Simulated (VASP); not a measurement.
Given:

```
HfB2
1.0
    1.56770    -2.71534     0.00000
    1.56770     2.71534     0.00000
    0.00000     0.00000     3.48404
Hf B
1 2
Direct
  0.00000   0.00000   0.00000
  0.33333   0.66667   0.50000
  0.66667   0.33333   0.50000
```

The numbers are results of optB86b-vdW, VASP's PBE PAW potentials (set 64) (plane waves; VASP), not measurements. Settings: 520 eV cut-off, Gaussian smearing of 0.050 eV, potentials Hf_pv B.

Task: Give the energies of bands 5 to 11 at the high-symmetry points, in eV from the Fermi level.

Result: 
```tsv
band	Γ	M	K	A	L	H
5	-3.22	-9.22	-8.46	-8.56	-7.69	-9.32
6	-3.09	-4.34	-7.92	-1.39	-5.15	-5.68
7	-3.09	-3.62	-2.81	-1.39	-4.91	-3.34
8	-2.98	-3.06	-2.81	0.15	-2.83	-3.34
9	3.80	1.91	1.51	0.15	3.88	4.21
10	3.80	2.51	1.51	0.78	3.89	5.20
11	4.40	5.35	3.24	0.78	6.02	6.69
```

It has no gap at this level: it comes out as a metal or semimetal.

The compound is HfB2 in the AlB2 type structure. It was relaxed first.
